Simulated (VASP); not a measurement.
Output of a VASP run:

File OSZICAR:
```
...
DAV:   2     0.927803192645E+02   -0.38757E+03   -0.38219E+03  1200   0.414E+02
DAV:   3    -0.269192226267E+02   -0.11970E+03   -0.11800E+03  1504   0.219E+02
DAV:   4    -0.446464964289E+02   -0.17727E+02   -0.17718E+02  1384   0.914E+01
DAV:   5    -0.457987331623E+02   -0.11522E+01   -0.11519E+01  1560   0.285E+01    0.149E+01
DAV:   6    -0.401356488356E+02    0.56631E+01   -0.52576E+01  1256   0.432E+01    0.761E+00
DAV:   7    -0.400942431271E+02    0.41406E-01   -0.57617E+00  1520   0.254E+01    0.354E+00
DAV:   8    -0.401310872703E+02   -0.36844E-01   -0.52594E-01  1456   0.649E+00    0.148E+00
DAV:   9    -0.401493997381E+02   -0.18312E-01   -0.83536E-02  1432   0.270E+00    0.444E-01
DAV:  10    -0.401536023608E+02   -0.42026E-02   -0.54461E-02  1376   0.157E+00    0.248E-01
DAV:  11    -0.401548128176E+02   -0.12105E-02   -0.18811E-02  1408   0.103E+00    0.133E-01
DAV:  12    -0.401553808332E+02   -0.56802E-03   -0.29408E-03  1256   0.429E-01    0.795E-02
DAV:  13    -0.401554228736E+02   -0.42040E-04   -0.15219E-03  1400   0.266E-01    0.173E-02
DAV:  14    -0.401554652932E+02   -0.42420E-04   -0.21831E-04  1248   0.119E-01    0.185E-02
DAV:  15    -0.401554594710E+02    0.58222E-05   -0.55502E-05  1464   0.634E-02    0.798E-03
DAV:  16    -0.401554594290E+02    0.41952E-07   -0.72152E-06  1104   0.215E-02
   1 F= -.40155459E+02 E0= -.40155459E+02  d E =-.401555E+02
       N       E                     dE             d eps       ncg     rms          rms(c)
DAV:   1    -0.401578001784E+02   -0.23407E-02   -0.10963E-01  1208   0.275E+00    0.323E-01
DAV:   2    -0.401560000863E+02    0.18001E-02   -0.10606E-02  1408   0.847E-01    0.103E-01
DAV:   3    -0.401556551420E+02    0.34494E-03   -0.13016E-03  1368   0.431E-01    0.419E-02
DAV:   4    -0.401556079934E+02    0.47149E-04   -0.32621E-04  1424   0.188E-01    0.950E-03
DAV:   5    -0.401556145165E+02   -0.65231E-05   -0.33331E-05  1504   0.473E-02    0.728E-03
DAV:   6    -0.401556196068E+02   -0.50902E-05   -0.60553E-06   976   0.250E-02    0.407E-03
DAV:   7    -0.401556223962E+02   -0.27895E-05   -0.51354E-06   832   0.289E-02    0.226E-03
DAV:   8    -0.401556214491E+02    0.94719E-06   -0.16965E-06   816   0.218E-02
   2 F= -.40155621E+02 E0= -.40155621E+02  d E =-.162020E-03
       N       E                     dE             d eps       ncg     rms          rms(c)
DAV:   1    -0.401557920313E+02   -0.16964E-03   -0.73977E-03  1216   0.714E-01    0.836E-02
DAV:   2    -0.401556747410E+02    0.11729E-03   -0.73535E-04  1480   0.219E-01    0.274E-02
DAV:   3    -0.401556512833E+02    0.23458E-04   -0.90582E-05  1352   0.114E-01    0.114E-02
DAV:   4    -0.401556473403E+02    0.39430E-05   -0.24228E-05  1496   0.488E-02    0.268E-03
DAV:   5    -0.401556466181E+02    0.72218E-06   -0.12170E-06   824   0.126E-02
   3 F= -.40155647E+02 E0= -.40155647E+02  d E =-.187189E-03
       N       E                     dE             d eps       ncg     rms          rms(c)
DAV:   1    -0.401555611051E+02    0.86235E-04   -0.43680E-02  1072   0.149E+00    0.329E-02
DAV:   2    -0.401557380122E+02   -0.17691E-03   -0.19906E-03  1256   0.444E-01    0.201E-02
DAV:   3    -0.401557364450E+02    0.15671E-05   -0.82119E-05  1480   0.890E-02    0.131E-02
DAV:   4    -0.401557327574E+02    0.36876E-05   -0.19159E-05  1432   0.392E-02    0.489E-03
DAV:   5    -0.401557325593E+02    0.19814E-06   -0.44382E-06  1104   0.174E-02
   4 F= -.40155733E+02 E0= -.40155733E+02  d E =-.859412E-04
```

### OUTCAR
```
------------------------ aborting loop because EDIFF is reached ----------------------------------------
  FORCE on cell =-STRESS in cart. coord.  units (eV):
  Direction    XX          YY          ZZ          XY          YZ          ZX
  --------------------------------------------------------------------------------------
  Total        0.0164654      0.0164654      0.0109856     -0.0000000      0.0000000      0.0000000
  in kB        0.3116533      0.3116533      0.2079337     -0.0000000      0.0000000      0.0000000
  external PRESSURE =       0.2770801 kB  Pullay stress =       0.0000000 kB
  volume of cell :       84.65
      direct lattice vectors                 reciprocal lattice vectors
     1.976980777 -3.424231060 -0.000000000     0.252910906 -0.146018184 -0.000000000
     1.976980777  3.424231060 -0.000000000     0.252910906  0.146018184  0.000000000
     0.000000000 -0.000000000  6.251943694     0.000000000  0.000000000  0.159950257
 POSITION                                       TOTAL-FORCE (eV/Angst)
 -----------------------------------------------------------------------------------
      1.97698      1.14141      1.55146        -0.000000      0.000000      0.011896
      1.97698     -1.14141      4.70048         0.000000      0.000000     -0.011896
      0.00000      0.00000      0.00000        -0.000000      0.000000      0.000000
      1.97698      1.14141      4.03567         0.000000     -0.000000     -0.012057
      1.97698     -1.14141      2.21627         0.000000      0.000000      0.012057
 -----------------------------------------------------------------------------------
    total drift:                                0.000000      0.000000      0.000000
  FREE ENERGIE OF THE ION-ELECTRON SYSTEM (eV)
  ---------------------------------------------------
  free  energy   TOTEN  =       -40.1557325593 eV

  energy  without entropy=      -40.1557325593  energy(sigma->0) =      -40.15573256

 reached required accuracy - stopping structural energy minimisation
```
(Selected blocks of OUTCAR.)

POSCAR:
```
La2O3
1
    1.9784094921    -3.4267056665     0.0000000000
    1.9784094921     3.4267056665    -0.0000000000
    0.0000000000    -0.0000000000     6.2569300468
La O
2 3
Direct
  0.3333330000   0.6666670000   0.2482755616
  0.6666670000   0.3333330000   0.7517244384
  0.0000000000   0.0000000000   1.0000000000
  0.3333330000   0.6666670000   0.6460383496
  0.6666670000   0.3333330000   0.3539616504
```

Problem. Reconstruct the remaining input files.

Solution. Several could match; the one computed here: the input of the run itself, revPBE GGA, plane waves, VASP's PBE PAW potentials (set 64).

### INCAR
```
# general
SYSTEM  = La2O3
PREC    = Accurate
ENCUT   = 520
LREAL   = .FALSE.
LASPH   = .TRUE.

# electronic loop
EDIFF   = 1E-6
NELM    = 100
ALGO    = Normal
LMAXMIX = 6

# smearing
ISMEAR  = 0
SIGMA   = 0.05

# functional
GGA     = RE

# ions
IBRION  = 2
NSW     = 60
ISIF    = 3
EDIFFG  = -0.02

# output
LWAVE   = .FALSE.
LCHARG  = .FALSE.
```

File KPOINTS:
```
Automatic mesh
0
Gamma
6 6 3
0 0 0
```

POTCAR, in this order: La O (PBE.64 set). Program: vasp_std.

The compound is La2O3 in the a-type structure. This run relaxes it. Symmetry was kept, so distortions that lower it aren't found. The start is the result of an earlier pass.
